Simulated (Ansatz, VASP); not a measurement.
# NaTaS3 in two plane-wave programs, part 2 of 2

Aim: how closely do two programs agree when they are given the same cell, functional and k mesh? The cell is invented: As first built, before any earlier steps moved the atoms (in the runner's words): S for O, Na for Ag in the TaAgO3 structure of space group R-3c. It may not be a known or stable phase. The two relaxations start from unlike cells of this crystal (the structure described is Ansatz's start), so only their ends are compared.

VASP 6.6.1 and Ansatz 0.2.0.

So far: The starting structure; VASP: relaxation of cell and atoms, LDA.

## Step 3: Ansatz: relaxation of cell and atoms, LDA

Level of this step: Ansatz beside VASP: Kohn-Sham DFT, plane waves, LDA (Ansatz).

Ansatz runs on its default PAW (the set named soft_2) files.

Its own start cell and the same functional (in two slightly different forms), mesh and smearing now go to Ansatz, which takes its cutoff from its data sets.

The input, input.yaml:

```yaml
crystal:
  lattice:
    - [3.1537498627, 1.8208183322, 5.254060377]
    - [-3.1537498627, 1.8208183322, 5.254060377]
    - [0.0, -3.6416366643, 5.254060377]
  atoms:
    - { symbol: Ta, position: [0.5, 0.5, 0.5] }
    - { symbol: Ta, position: [0.0, 0.0, 0.0] }
    - { symbol: Na, position: [0.25, 0.25, 0.25] }
    - { symbol: Na, position: [0.75, 0.75, 0.75] }
    - { symbol: S, position: [0.306526, 0.193474, 0.75] }
    - { symbol: S, position: [0.193474, 0.75, 0.306526] }
    - { symbol: S, position: [0.75, 0.306526, 0.193474] }
    - { symbol: S, position: [0.693474, 0.806526, 0.25] }
    - { symbol: S, position: [0.25, 0.693474, 0.806526] }
    - { symbol: S, position: [0.806526, 0.25, 0.693474] }
kpoints:
  mp_grid: { grid: [4, 4, 4] }
scf:
  occupations: { method: gaussian, width: 0.03 }
hamiltonian:
  xc: lda
output:
  forces: true
  stress: true
relax:
  f_tol: 0.02
  max_steps: 60
  cell: {}
```

The run is started by

```sh
$ ansatz run input.yaml --threads 2 --pin off --max-ram 4096MiB --backend cpu --events-out ev --progress --plain --runs-dir out
```

Numbers of over 12 decimals in the logs are rounded to 6 here.

The log of the run:

```text
Engine: ansatz 0.2.0, aarch64-unknown-linux-gnu
Pseudopotentials: kind: paw
Pseudopotential: Ta, paw, valence charge 13, recommended cutoff 420 eV (normal), Ta.paw.azcp
Pseudopotential: Na, paw, valence charge 9, recommended cutoff 420 eV (normal), Na.paw.azcp
Pseudopotential: S, paw, valence charge 6, recommended cutoff 420 eV (normal), S.paw.azcp
Functional definition: SPW92
  exchange = slater_x
  correlation = pw_c
Crystal: 10 atoms, lattice volume = 181.026 Å³
Basis set: ecut = 420 eV, 3539 PW (Γ)
Bands: 50, of which v1, the nominal top of the filled ones, is band 40 counted from 1 (39 counted from 0)
Symmetry: 12 space group operations
Space group: R-3c (ITA 167), of the structure as read, at distance tolerance 5.7e-5 Å
k-points: 13 of 64
Non-local potential: Ta, projectors of the file, l = 0: 3, l = 1: 2, l = 2: 2, l = 3: 1
Non-local potential: Na, projectors of the file, l = 0: 3, l = 1: 2, l = 2: 1
Non-local potential: S, projectors of the file, l = 0: 2, l = 1: 2, l = 2: 2
PAW form: soft (Blöchl's): semilocal exchange-correlation on the pseudo side does not see the compensation charge
PAW frozen core: Ta, regenerated for the run's functional, and the local potential with it (the file was generated under x = pbe(κ = 0.804, μ = 0.219515), c = pbe(β = 0.066725))
PAW frozen core: Na, regenerated for the run's functional, and the local potential with it (the file was generated under x = pbe(κ = 0.804, μ = 0.219515), c = pbe(β = 0.066725))
PAW frozen core: S, regenerated for the run's functional, and the local potential with it (the file was generated under x = pbe(κ = 0.804, μ = 0.219515), c = pbe(β = 0.066725))
PAW one-centre angular grid: Ta, 590 points (default); XC on 64 Gauss nodes
PAW one-centre angular grid: Na, 110 points (default); XC on 64 Gauss nodes
PAW one-centre angular grid: S, 110 points (default); XC on 64 Gauss nodes
Initial density: superposition of atomic densities (neutral atoms: chi_scale 0, normalization atom), corrected by the library's trained network
Initial wavefunctions: pseudopotential atomic-orbital guess
Functional: x = slater, c = lda
SCF iter   1: F=—  HF=-27523.496004 eV  |F-HF|=—  |Δ(HF+E_count)|=         —  Δρ=9.35e-3  dr2=2.13e-1  ethr=1.77e-3  ⟨swp⟩=6.6  Hψ=2760  notcnv=0  defer=1
preconditioner: auto → Resta (q_TF=auto, 2.381 Å⁻¹)  ε∞=5.9  [insulator: Δε(μ)=0.035 eV  Ē_g=8.609 eV  σ=0.030 eV  W_gap=0.58  n_scr=50 (ndim 8)  ℏωp=19.1 eV  f_vac=0.000  D(μ)=5.02/eV (n_scr^D=26)  ε∞_Penn≈5.9]
SCF iter   2: F=—  HF=-27523.455812 eV  |F-HF|=—  |Δ(HF+E_count)|=   4.02e-2  Δρ=4.91e-3  dr2=6.23e-2  ethr=2.66e-4  ⟨swp⟩=1.2  Hψ=756  notcnv=0  defer=23
preconditioner: auto → Kerker (q_TF=auto, 2.381 Å⁻¹)  [metal: Δε(μ)=0.022 eV  Ē_g=8.639 eV  σ=0.030 eV  W_gap=0.38  n_scr=50 (ndim 8)  ℏωp=19.1 eV  f_vac=0.000  D(μ)=5.41/eV (n_scr^D=44)]
SCF iter   3: F=—  HF=-27523.441620 eV  |F-HF|=—  |Δ(HF+E_count)|=   1.42e-2  Δρ=1.00e-3  dr2=1.93e-3  ethr=7.79e-5  ⟨swp⟩=3.0  Hψ=949  notcnv=0  defer=48
SCF iter   4: F=—  HF=-27523.441079 eV  |F-HF|=—  |Δ(HF+E_count)|=   5.42e-4  Δρ=2.76e-4  dr2=2.81e-4  ethr=2.42e-6  ⟨swp⟩=2.0  Hψ=1020  notcnv=0  defer=48
SCF iter   5: F=—  HF=-27523.441007 eV  |F-HF|=—  |Δ(HF+E_count)|=   7.13e-5  Δρ=9.64e-5  dr2=4.72e-5  ethr=3.51e-7  ⟨swp⟩=2.1  Hψ=807  notcnv=0  defer=48
SCF iter   6: F=—  HF=-27523.441105 eV  |F-HF|=—  |Δ(HF+E_count)|=   9.77e-5  Δρ=3.03e-5  dr2=2.98e-6  ethr=5.90e-8  ⟨swp⟩=2.1  Hψ=847  notcnv=0  defer=48
SCF iter   7: F=—  HF=-27523.441104 eV  |F-HF|=—  |Δ(HF+E_count)|=   1.10e-6  Δρ=7.58e-6  dr2=1.27e-7  ethr=3.73e-9  ⟨swp⟩=2.0  Hψ=898  notcnv=0  defer=48
SCF iter   8: F=-27523.441104 eV  HF=-27523.441104 eV  |F-HF|=4.00e-10  |Δ(HF+E_count)|=   4.51e-9  Δρ=1.54e-6  dr2=5.66e-9  ethr=1.25e-10  ⟨swp⟩=4.0  Hψ=1968  notcnv=0
SCF 1 converged in 8 iterations: F = -27523.441104 eV  dr2 = 5.66e-9
  greatest PAW one-centre occupation: 1.000 electrons in one spin orbital (limit 2), on the Ta atom at site 1 (counted from 0), in its partial waves of l = 0
relax step   1: F+E_penalty+E_count = -27523.44110400 eV  Δ(F+E_penalty+E_count) = +0.000e0 eV  max|allowed force component| = 8.208e-1 eV/Å  Δτ_max = 0.0000 Å  P = +18.196 GPa  Ω = 181.026 Å³  (8 SCF iters, dr2 threshold 1.00e-7 eV, accepted)
[...]
relax step   4: F+E_penalty+E_count = -27525.09320040 eV  Δ(F+E_penalty+E_count) = -3.043e-2 eV  max|allowed force component| = 2.447e-1 eV/Å  Δτ_max = 0.1288 Å  P = -0.711 GPa  Ω = 199.066 Å³  energy of the carried Pulay correction = -2.366e-3 eV  (6 SCF iters, dr2 threshold 1.00e-6 eV, accepted)
[...]
relax step   5: F+E_penalty+E_count = -27525.12854940 eV  Δ(F+E_penalty+E_count) = -3.535e-2 eV  max|allowed force component| = 3.123e-2 eV/Å  Δτ_max = 0.0563 Å  P = +0.696 GPa  Ω = 198.489 Å³  energy of the carried Pulay correction = -2.294e-3 eV  (6 SCF iters, dr2 threshold 1.00e-6 eV, accepted)
[...]
relax step   6: F+E_penalty+E_count = -27525.13140168 eV  Δ(F+E_penalty+E_count) = -2.852e-3 eV  max|allowed force component| = 1.487e-3 eV/Å  Δτ_max = 0.0021 Å  P = +0.008 GPa  Ω = 199.693 Å³  energy of the carried Pulay correction = -2.445e-3 eV  (6 SCF iters, dr2 threshold 1.00e-6 eV, accepted)
[...]
relax step   7: F+E_penalty+E_count = -27525.13473340 eV  Δ(F+E_penalty+E_count) = -3.332e-3 eV  max|allowed force component| = 1.293e-3 eV/Å  Δτ_max = 0.0000 Å  P = +0.027 GPa  Ω = 199.693 Å³  stress off target by 4.12e-2 GPa  SCF on the basis re-selected at this cell (its energy is not comparable with the rows above)  (6 SCF iters)
basis re-selected at this cell: Δ(F+E_penalty+E_count) = -3.332e-3 eV, ΔP = +0.019 GPa vs the last step (what re-selecting the basis moved, of the pressure what is left beyond the Pulay correction that the steps carried, after the strain that the cell walked since its last selection, with what the two solves' SCF thresholds leave and, on support functions, any second-order correction that the steps lacked; it is no m [...]
SCF converged after 6 iterations
Free energy (F): -27525.134733 eV
Harris-Foulkes:  -27525.134733 eV  (|F-HF|=0.00e0)
Internal energy: -27525.133736 eV  (E = F + TS)
E sigma→0 (E₀):  -27525.134235 eV
Entropy (-TS):   -0.000998 eV (-0.100 meV/atom)
Fermi energy:    6.869937 eV
--- Per-component energies (eV) ---
  E_band       = -855.243651
  E_kinetic    = 1620.672032
  E_local      = -5217.234880  (includes V_loc(G=0)·N_el)
  E_nonlocal   = 448.915817
  E_hartree    = 1838.943648
  E_xc         = -1089.487119
  E_vxc        = -1036.296728  (∫ρ·V_xc dr)
  E_paw        = -20199.551337  (= ΣΔE_a)
  E_vpaw       = -349.187441  (= ΣTr[D̂ρ^β])
  E_aug_tail   = 0.000212  (compensation charges beyond the density's cutoff)
  E_ewald      = -4929.110881
  E_core_change = 1.718771  (= ΣΔE_core)
  E_smearing   = -0.000998  (= −TS)
  E_closure    = -0.000000  (closes the sum)
  Σ components = -27525.134733   (vs F -27525.134733, Δ=0.00e0)
--- Forces (eV/Å), atoms counted from 1 ---
  atom   1  Ta     0.00000000     0.00000000    -0.00000000
  atom   2  Ta    -0.00000000    -0.00000000     0.00000000
  atom   3  Na     0.00000000     0.00000000    -0.00000000
  atom   4  Na    -0.00000000    -0.00000000     0.00000000
  atom   5  S      0.00129289    -0.00000000     0.00000000
  atom   6  S     -0.00064644    -0.00111967     0.00000000
  atom   7  S     -0.00064644     0.00111967    -0.00000000
  atom   8  S     -0.00129289     0.00000000     0.00000000
  atom   9  S      0.00064644    -0.00111967     0.00000000
  atom  10  S      0.00064644     0.00111967    -0.00000000
  max |Σ_I F_I| component: 1.85e-17 eV/Å
--- Stress (GPa, compression-positive) ---
        0.019558      -0.000000      -0.000000
       -0.000000       0.019558       0.000000
       -0.000000       0.000000       0.041177
  P = ⅓ Tr σ = 0.0268 GPa (0.268 kbar)
--- Relaxed structure (6 steps of the walk, 6 accepted, 1 SCFs on fresh bases) ---
  F+E_penalty+E_count = -27525.13473340 eV   max|allowed force component| = 1.293e-3 eV/Å   (the final SCF, on the basis selected at the relaxed cell)
  cell:  # Å, volume = 199.6932 Å³
    - [3.286812, 1.897642, 5.336088]
    - [-3.286812, 1.897642, 5.336088]
    - [0, -3.795284, 5.336088]
  atoms:
    - { symbol: Ta, position: [0.5, 0.5, 0.5] }
    - { symbol: Ta, position: [-2.130963731473686e-19, 7.013635251903444e-19, -4.882671520418136e-19] }
    - { symbol: Na, position: [0.25, 0.25, 0.25] }
    - { symbol: Na, position: [0.75, 0.75, 0.750000] }
    - { symbol: S, position: [0.343260, 0.156740, 0.75] }
    - { symbol: S, position: [0.156740, 0.750000, 0.343260] }
    - { symbol: S, position: [0.750000, 0.343260, 0.156740] }
    - { symbol: S, position: [0.656740, 0.843260, 0.25] }
    - { symbol: S, position: [0.250000, 0.656740, 0.843260] }
    - { symbol: S, position: [0.843260, 0.250000, 0.656740] }
```

## Step 4: Comparison

Known differences besides the potentials themselves: the two LDA forms differ slightly; the data sets hold 80 valence electrons in Ansatz (on its default PAW (the set named soft_2) files) and 72 in VASP; the cutoff is 420 eV in Ansatz and 500 eV in VASP; VASP's log shows a relativistic correction to its local exchange, Ansatz's none; Ansatz adds a Pulay correction to the stress that steers its cell, VASP none. Total energies have different zeros and are not compared.

Both answers:

```
                                         quantity  Ansatz    VASP  difference
                                      volume (Å³)  199.69  200.05     -0.18 %
edge a after relaxation, in the typed setting (Å)   6.548   6.551     -0.05 %
```

## Step 5: What came out

| Item | Value |
| --- | --- |
| difference in volume (relaxation of cell and atoms, LDA) | -0.18 % |

In words: The difference in volume is -0.18 % (relaxation of cell and atoms, LDA), within the 1.2 % picked in this series as the mark of a large difference, as far as the stopping tolerances let one tell. The data sets hold unlike numbers of valence electrons (80 in Ansatz and 72 in VASP), so part of the differences comes from the potentials. How closely two codes agree says nothing of how well the functional describes the real material.

[Lines on the potential files, build, host, timing and source positions are cut from VASP's logs without a mark.]

[Logs are printed without paths, hosts, clocks, repeated set-up lines and the standing remarks that a program may print on its own settings, such as how far it seeks lower states.]

[Hosts, paths, dates, database ids (printed as entryN), source tags and the programs' standing remarks are cut or masked in the printed files.]
